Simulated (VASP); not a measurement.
Runs of VASP 6.6.1 on Ta3AsAu2O13. It takes space group P-6 (No. 174, hexagonal). Conventional cell: a = 5.452 Å, b = 5.452 Å, c = 9.579 Å, α = 90.00°, β = 90.00°, γ = 120.00°. Ta (site symmetry 3) is surrounded by 4 O at 1.86 to 2.04 Å. Around Ta (site symmetry -6) lie 6 O at 2.05 Å. As (site symmetry -6) has 6 O at 1.91 Å as nearest neighbours. Au (site symmetry 3) is surrounded by 6 O at 2.15 to 2.34 Å. Around O (site symmetry -6) lie 2 Ta at 1.86 Å. O (site symmetry 1) is surrounded by 1 As at 1.91 Å and 1 Ta at 2.14 Å and 1 Au at 2.15 Å. O (site symmetry 1) has 2 Ta at 2.04 to 2.05 Å and 1 Au at 2.34 Å as nearest neighbours. The cell was built by a generator and needn't be a form met in nature.

| task | level | k mesh for the DOS | occupations for the DOS | gap on the mesh (eV) | pressure (GPa) | largest force (eV/Å) |
| --- | --- | --- | --- | --- | --- | --- |
| optical spectrum | PBE | - | - | none | 0.4 | 0.30 |
| band structure | PBE | - | - | - | 0.4 | 0.30 |
| atomic charges | PBE+TS | - | - | none | (a) | 0.50 |
| electric field gradients | PBE | - | - | none | 0.4 | 0.30 |
| electrostatic potential | PBE | - | - | none | 0.4 | 0.30 |
| atomic charges | PBE | - | - | none | 0.4 | 0.30 |

Alike in all rows: potentials or basis VASP PAW PBE potentials, release 64 (Ta_pv, As, Au, O); no spin polarisation; cell as given; k mesh 6 × 6 × 3; cutoff (eV) 520; smearing fermi-dirac 0.05 eV.

Q: Fill in the values left out.

A: (a) -1.6.

Caveats: spectra need much finer meshes, so this one isn't converged (some runs); independent-particle spectra lack excitons (some runs); the intraband (Drude) part of a metal's response may be missing (some runs); spin-orbit coupling is left out, which moves the levels of the heavy elements (some runs); atom-pairwise D2, TS and ULG terms overbind metals (some runs); pairwise dispersion overbinds metals, which lowers pressure and volume (some runs).

A k mesh can miss the band edges, and the runs leave out spin-orbit coupling on As, Au, Ta.

A gap of «none» marks a metal or a gap under the smearing width.
